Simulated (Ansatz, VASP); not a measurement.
## Cross-check of SiO2 (Cristobalite) between VASP and Ansatz

Wanted: the spread between two codes on one cell, functional and k mesh. The cell is taken from a series of runs on this material, whose earlier steps may have relaxed, scaled, displaced or heated it; both programs get it as it stands.

Main program and level: Ansatz 0.2.0; plane waves, with VASP 6.6.1 beside it; zone-centre phonons at LDA.

## 1. The starting structure

The structure is tetragonal, space group P4_12_12 (No. 92). The conventional cell has a = 5.030 Å, b = 5.030 Å, c = 7.033 Å, α = 90.00°, β = 90.00°, γ = 90.00°. Nearest to O lie 2 Si at 1.61 Å. Nearest to Si lie 4 O at 1.61 Å. Farther neighbours and most contacts between anions are not listed.

As a file:

```xyz
12
Lattice="5.0298 0.0000 0.0000 0.0000 5.0298 0.0000 0.0000 0.0000 7.0325" Properties=species:S:1:pos:R:3 pbc="T T T"
O     1.2130    0.4708    1.2216
O     2.0441    3.7279    2.9798
O     3.8168    4.5590    4.7379
O     2.9857    1.3019    6.4960
O     3.7279    2.0441    4.0528
O     4.5590    3.8168    2.2946
O     1.3019    2.9857    0.5365
O     0.4708    1.2130    5.8109
Si    1.4810    1.4810    0.0000
Si    1.0339    3.9959    1.7581
Si    3.5488    3.5488    3.5163
Si    3.9959    1.0339    5.2744
```

## 2. VASP: zone-centre phonons, LDA

Second derivatives magnify differences that forces hide, and they need a tight electronic threshold.

Lines of VASP's logs that name or quote its potential files are left out, and so is its time.

File INCAR:

```
SYSTEM = SiO2
PREC = Accurate
ENCUT = 600
EDIFF = 1E-08
NELM = 120
ISMEAR = 0
SIGMA = 0.01
LREAL = .FALSE.
ALGO = Normal
GGA = PW92
NBANDS = 44
LORBIT = 11
LWAVE = .FALSE.
LCHARG = .FALSE.
ISIF = 2
IBRION = 8
LEPSILON = .TRUE.
LASPH = .TRUE.
GGA_COMPAT = .FALSE.
EFERMI = MIDGAP
KPAR = 2
```

File POSCAR:

```
SiO2
1.0
    5.0298251449      0.0000000000      0.0000000000
    0.0000000000      5.0298251449      0.0000000000
    0.0000000000      0.0000000000      7.0325220449
O Si
8 4
Direct
    0.2411614808      0.0936002670      0.1737114461
    0.4063997330      0.7411614808      0.4237114461
    0.7588385192      0.9063997330      0.6737114461
    0.5936002670      0.2588385192      0.9237114461
    0.7411614808      0.4063997330      0.5762885539
    0.9063997330      0.7588385192      0.3262885539
    0.2588385192      0.5936002670      0.0762885539
    0.0936002670      0.2411614808      0.8262885539
    0.2944458912      0.2944458912      0.0000000000
    0.2055541088      0.7944458912      0.2500000000
    0.7055541088      0.7055541088      0.5000000000
    0.7944458912      0.2055541088      0.7500000000
```

File KPOINTS:

```
Automatic mesh
0
Gamma
4 4 4
0 0 0
```

The projector-augmented-wave data sets are O and Si (LDA family, release 64).

Launch:

```bash
$ mpirun -np 2 vasp_std
```

Numbers of over 12 decimals in the logs are rounded to 6 here.

Log:

```text
[banner, memory and clock lines left out]
running    2 mpi-ranks, on    1 nodes
 distrk:  each k-point on    1 cores,    2 groups
 distr:  one band on    1 cores,    1 groups

 POSCAR found type information on POSCAR O Si
 POSCAR found :  2 types and      12 ions
|                                                                             |
|               ----> ADVICE to this user running VASP <----                  |
|                                                                             |
|     You enforced a specific xc type in the INCAR file but a different       |
|     [... a line on the potential file left out ...]
|     I HOPE YOU KNOW WHAT YOU ARE DOING!                                     |
|                                                                             |

 LDA part: xc-table for (Slater(with rela. corr.)+PW92), standard interpolation
 POSCAR, INCAR and KPOINTS ok, starting setup
 FFT: planning ... GRIDC
 FFT: planning ... GRID_SOFT
 FFT: planning ... GRID
 WAVECAR not read
 entering main loop
       N       E                     dE             d eps       ncg     rms          rms(c)
DAV:   1     0.435795426800E+03    0.43580E+03   -0.35283E+04  1584   0.148E+03
DAV:   2    -0.825569844998E+02   -0.51835E+03   -0.50293E+03  2040   0.328E+02
DAV:   3    -0.117259776060E+03   -0.34703E+02   -0.34541E+02  1952   0.894E+01
DAV:   4    -0.117737684311E+03   -0.47791E+00   -0.47703E+00  1992   0.115E+01
DAV:   5    -0.117746161419E+03   -0.84771E-02   -0.84727E-02  1920   0.150E+00    0.304E+01
DAV:   6    -0.104278413431E+03    0.13468E+02   -0.52410E+01  1852   0.330E+01    0.150E+01
DAV:   7    -0.104046293047E+03    0.23212E+00   -0.14615E+00  1828   0.506E+00    0.523E+00
DAV:   8    -0.103921231267E+03    0.12506E+00   -0.79161E-02  1960   0.167E+00    0.201E+00
DAV:   9    -0.103899817455E+03    0.21414E-01   -0.32281E-02  1984   0.107E+00    0.315E-01
DAV:  10    -0.103901293867E+03   -0.14764E-02   -0.37714E-03  1848   0.293E-01    0.119E-01
DAV:  11    -0.103901260936E+03    0.32932E-04   -0.11483E-03  1896   0.175E-01    0.200E-02
DAV:  12    -0.103901265820E+03   -0.48846E-05   -0.27679E-05  1868   0.268E-02    0.134E-02
DAV:  13    -0.103901268646E+03   -0.28261E-05   -0.11814E-05  1784   0.154E-02    0.482E-03
DAV:  14    -0.103901268910E+03   -0.26353E-06   -0.31819E-07  1984   0.282E-03    0.855E-04
DAV:  15    -0.103901268931E+03   -0.21271E-07   -0.24932E-08  1480   0.682E-04    0.591E-04
DAV:  16    -0.103901268928E+03    0.28831E-08   -0.92170E-09  1380   0.476E-04
   1 F= -.10390127E+03 E0= -.10390127E+03  d E =0.000000E+00
 Linear response reoptimize wavefunctions to high precision
DAV:   1    -0.103901268928E+03   -0.23283E-09   -0.49255E-09  1052   0.345E-04
DAV:   2    -0.103901268929E+03   -0.70941E-10   -0.51010E-10   996   0.113E-04
 Linear response G [H, r] |phi>, progress :
  Direction:   1
       N       E                     dE             d eps       ncg     rms
RMM:   1    -0.241786192103E+03   -0.24179E+03    0.23398E+02  3654   0.959E+01
RMM:   2    -0.225653712500E+03    0.16132E+02   -0.15034E+01  2764   0.187E+01
RMM:   3    -0.225790018444E+03   -0.13631E+00   -0.31022E-01  2873   0.238E+00
RMM:   4    -0.225795385017E+03   -0.53666E-02   -0.85802E-03  2987   0.387E-01
RMM:   5    -0.225795510572E+03   -0.12556E-03   -0.39809E-04  3008   0.744E-02
RMM:   6    -0.225795518429E+03   -0.78573E-05   -0.49149E-05  3028   0.199E-02
RMM:   7    -0.225795520164E+03   -0.17345E-05   -0.51415E-05  3065   0.108E-02
RMM:   8    -0.225795521920E+03   -0.17557E-05   -0.69757E-05  3058   0.920E-03
RMM:   9    -0.225795522033E+03   -0.11356E-06   -0.11158E-04  2946   0.896E-03
RMM:  10    -0.225795522009E+03    0.23833E-07   -0.19208E-04  2882   0.894E-03
RMM:  11    -0.225795519863E+03    0.21461E-05    0.10867E-03  2834   0.899E-03
 Linear response G [H, r] |phi>, progress :
  Direction:   2
       N       E                     dE             d eps       ncg     rms
RMM:   1    -0.241083356060E+03   -0.24108E+03    0.24339E+02  3538   0.957E+01
RMM:   2    -0.233457769831E+03    0.76256E+01   -0.13204E+01  2745   0.181E+01
RMM:   3    -0.233582028599E+03   -0.12426E+00   -0.25570E-01  2840   0.222E+00
RMM:   4    -0.233586983465E+03   -0.49549E-02   -0.76452E-03  2979   0.373E-01
RMM:   5    -0.233587090755E+03   -0.10729E-03   -0.31163E-04  3005   0.686E-02
RMM:   6    -0.233587096464E+03   -0.57084E-05   -0.13096E-06  3038   0.175E-02
RMM:   7    -0.233587098388E+03   -0.19247E-05   -0.74100E-06  3067   0.917E-03
RMM:   8    -0.233587099257E+03   -0.86854E-06   -0.15298E-05  3054   0.776E-03
RMM:   9    -0.233587099297E+03   -0.39848E-07    0.21490E-05  2943   0.754E-03
RMM:  10    -0.233587098549E+03    0.74773E-06    0.56037E-05  2884   0.752E-03
RMM:  11    -0.233587097010E+03    0.15393E-05    0.39635E-04  2819   0.758E-03
[...]
RMM:  12    -0.647095365998E+00   -0.17324E-06   -0.21316E-06  2712   0.520E-04    0.227E-05
RMM:  13    -0.647095563024E+00   -0.19703E-06    0.18104E-06  2142   0.470E-04    0.679E-06
 change of polarisation eV/A/(eV/A) component  3 :    -0.012     0.001     1.209
 dielectric tensor                  component  3 :    -0.012     0.001     2.229
 Linear response DOF=           5
 Linear response progress:
  Degree of freedom:   1/  5
[...]
RMM:  15    -0.370987663786E+00    0.10250E-07    0.13040E-07  6368   0.178E-04    0.748E-07
RMM:  16    -0.370987664879E+00   -0.10934E-08    0.72493E-08  6329   0.177E-04    0.344E-07
 first order change of Fermi-energy  -0.10477E+00
 force on displaced ion       1 direction 2 :  -6.543 -43.248  24.467
 Born effective charge ion    1 direction 2 :  -0.138  -2.306   0.829
 Linear response progress:
  Degree of freedom:   3/  5
       N       E                     dE             d eps       ncg     rms          rms(c)
RMM:   1    -0.377240828742E+00   -0.37724E+00    0.34735E-01  6280   0.268E+00
RMM:   2    -0.368745915797E+00    0.84949E-02   -0.10451E-02  5358   0.439E-01    0.306E-01
RMM:   3    -0.369176227045E+00   -0.43031E-03   -0.23865E-03  5613   0.194E-01    0.164E-01
RMM:   4    -0.370825258364E+00   -0.16490E-02   -0.15769E-03  5640   0.149E-01    0.458E-02
RMM:   5    -0.370958005278E+00   -0.13275E-03   -0.78298E-05  5966   0.324E-02    0.184E-02
RMM:   6    -0.370824632955E+00    0.13337E-03   -0.26415E-05  5968   0.139E-02    0.310E-03
RMM:   7    -0.370846874271E+00   -0.22241E-04    0.42319E-06  6039   0.334E-03    0.167E-03
RMM:   8    -0.370833983352E+00    0.12891E-04    0.87614E-07  5993   0.163E-03    0.621E-04
RMM:   9    -0.370829235574E+00    0.47478E-05   -0.52653E-07  5979   0.735E-04    0.314E-04
RMM:  10    -0.370830994921E+00   -0.17593E-05    0.44065E-07  5974   0.438E-04    0.796E-05
RMM:  11    -0.370831063248E+00   -0.68326E-07    0.18876E-07  6039   0.235E-04    0.326E-05
RMM:  12    -0.370831193502E+00   -0.13025E-06    0.31340E-07  6109   0.199E-04    0.110E-05
RMM:  13    -0.370831104639E+00    0.88863E-07    0.88740E-08  6180   0.180E-04    0.448E-06
RMM:  14    -0.370831137754E+00   -0.33115E-07    0.27512E-07  6325   0.177E-04    0.152E-06
RMM:  15    -0.370831125889E+00    0.11865E-07    0.21156E-07  6377   0.174E-04    0.609E-07
RMM:  16    -0.370831126622E+00   -0.73284E-09    0.18347E-07  6291   0.173E-04    0.283E-07
RMM:  17    -0.370831123517E+00    0.31043E-08    0.27138E-07  6437   0.173E-04    0.188E-07
RMM:  18    -0.370831124203E+00   -0.68536E-09    0.25825E-07  6502   0.172E-04    0.145E-07
RMM:  19    -0.370831123513E+00    0.68942E-09    0.19053E-07  6616   0.172E-04    0.832E-08
 first order change of Fermi-energy  -0.56882E-01
 force on displaced ion       1 direction 3 :   5.193  24.472 -26.482
 Born effective charge ion    1 direction 3 :   0.058   0.830  -1.656
 Linear response progress:
  Degree of freedom:   4/  5
       N       E                     dE             d eps       ncg     rms          rms(c)
RMM:   1    -0.499640129620E-01   -0.49964E-01   -0.34368E-02  9284   0.134E+00
RMM:   2    -0.259584686312E-01    0.24006E-01   -0.47209E-03  5572   0.400E-01    0.281E-01
RMM:   3    -0.253776111126E-01    0.58086E-03   -0.13186E-03  5868   0.124E-01    0.155E-01
RMM:   4    -0.250038192077E-01    0.37379E-03   -0.77531E-04  5961   0.804E-02    0.322E-02
RMM:   5    -0.249401825408E-01    0.63637E-04   -0.10752E-04  5964   0.192E-02    0.988E-03
RMM:   6    -0.249142451694E-01    0.25937E-04   -0.35470E-05  5886   0.116E-02    0.263E-03
RMM:   7    -0.249102826594E-01    0.39625E-05    0.26405E-05  5996   0.345E-03    0.142E-03
RMM:   8    -0.249157004670E-01   -0.54178E-05   -0.39576E-06  5905   0.154E-03    0.296E-04
RMM:   9    -0.249155674904E-01    0.13298E-06   -0.15919E-06  5986   0.363E-04    0.206E-04
RMM:  10    -0.249154835910E-01    0.83899E-07    0.13143E-06  6003   0.265E-04    0.556E-05
RMM:  11    -0.249157522890E-01   -0.26870E-06   -0.13231E-06  6021   0.121E-04    0.204E-05
RMM:  12    -0.249155757394E-01    0.17655E-06    0.34061E-07  6071   0.824E-05    0.912E-06
RMM:  13    -0.249155306567E-01    0.45083E-07    0.79200E-07  6276   0.702E-05    0.320E-06
RMM:  14    -0.249155402783E-01   -0.96216E-08    0.40811E-07  6182   0.676E-05    0.102E-06
RMM:  15    -0.249155734732E-01   -0.33195E-07    0.92240E-08  6091   0.658E-05    0.516E-07
RMM:  16    -0.249155712627E-01    0.22105E-08    0.12548E-07  6079   0.654E-05    0.255E-07
RMM:  17    -0.249155817306E-01   -0.10468E-07   -0.73823E-08  6086   0.651E-05    0.881E-08
 first order change of Fermi-energy   0.39534E-01
 force on displaced ion       9 direction 1 : -45.980   0.032   0.943
 Born effective charge ion    9 direction 1 :   3.345   0.019  -0.313
 Linear response progress:
  Degree of freedom:   5/  5
       N       E                     dE             d eps       ncg     rms          rms(c)
RMM:   1    -0.549933846980E-01   -0.54993E-01   -0.60568E-02  9389   0.137E+00
RMM:   2    -0.277664291491E-01    0.27227E-01   -0.43711E-03  5574   0.414E-01    0.291E-01
RMM:   3    -0.268535515493E-01    0.91288E-03   -0.10053E-03  5932   0.131E-01    0.164E-01
RMM:   4    -0.263455723785E-01    0.50798E-03   -0.18356E-03  6032   0.102E-01    0.332E-02
RMM:   5    -0.262174032471E-01    0.12817E-03   -0.49362E-04  6007   0.256E-02    0.140E-02
RMM:   6    -0.261518138874E-01    0.65589E-04   -0.89588E-05  5950   0.176E-02    0.438E-03
RMM:   7    -0.261521123733E-01   -0.29849E-06   -0.44282E-05  6008   0.595E-03    0.276E-03
RMM:   8    -0.261536749537E-01   -0.15626E-05   -0.18587E-05  5963   0.312E-03    0.568E-04
RMM:   9    -0.261525947644E-01    0.10802E-05   -0.74074E-06  6003   0.622E-04    0.326E-04
RMM:  10    -0.261533566000E-01   -0.76184E-06   -0.97951E-06  5914   0.355E-04    0.727E-05
RMM:  11    -0.261531143654E-01    0.24223E-06   -0.74465E-06  6114   0.125E-04    0.355E-05
RMM:  12    -0.261529612961E-01    0.15307E-06   -0.71850E-06  6052   0.961E-05    0.190E-05
RMM:  13    -0.261528973148E-01    0.63981E-07   -0.65812E-06  6073   0.788E-05    0.549E-06
RMM:  14    -0.261529802551E-01   -0.82940E-07   -0.78116E-06  6134   0.703E-05    0.239E-06
RMM:  15    -0.261529571823E-01    0.23073E-07   -0.74996E-06  6254   0.675E-05    0.134E-06
RMM:  16    -0.261528357808E-01    0.12140E-06   -0.62977E-06  6162   0.660E-05    0.414E-07
RMM:  17    -0.261527784276E-01    0.57353E-07   -0.57104E-06  6069   0.652E-05    0.129E-07
RMM:  18    -0.261527608549E-01    0.17573E-07   -0.56268E-06  6105   0.650E-05    0.110E-07
RMM:  19    -0.261527056495E-01    0.55205E-07   -0.50312E-06  6220   0.648E-05    0.547E-08
 first order change of Fermi-energy   0.18351E-05
 force on displaced ion       9 direction 3 :   0.964  -0.968 -51.103
 Born effective charge ion    9 direction 3 :   0.174  -0.174   3.311
 Born effective charges drift removed
 Linear response finished
```

(Continued in part 2 of 3.)

[Lines on the potential files, build, host, timing and source positions are cut from VASP's logs without a mark.]

[Logs are printed without paths, hosts, clocks, repeated set-up lines and the standing remarks that a program may print on its own settings, such as how far it seeks lower states.]

[Hosts, paths, dates, database ids (printed as entryN), source tags and the programs' standing remarks are cut or masked in the printed files.]
